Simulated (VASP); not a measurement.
Data:

```xyz
2
Lattice="0.0000 3.2770 3.1988 3.2515 0.0000 3.1988 3.2515 3.2770 0.0000" Properties=species:S:1:pos:R:3 pbc="T T T"
Ba     0.0000     0.0000     0.0000
S      3.3393     3.2770     3.1988
```

The numbers are results of PBE GGA, VASP's PBE PAW potentials (set 64) (plane waves; VASP), not measurements. Run with 450 eV cut-off, 6×6×6 Γ-centred mesh, Gaussian smearing of 0.050 eV, potentials Ba_sv S.

Problem. Estimate the energy per atom (σ→0).

Solution. 
```
Quantity                       Result
---------------------  --------------
energy per atom (σ→0)  -5.091 eV/atom
```

The absolute energy has meaning only against runs of the same code, potentials and settings.

The compound is BaS in the rock salt structure. The cell was not relaxed at this level, atoms are displaced from their ideal sites. The run is one of a series of settings (ENCUT = 450 against the base run), some of them coarse on purpose.
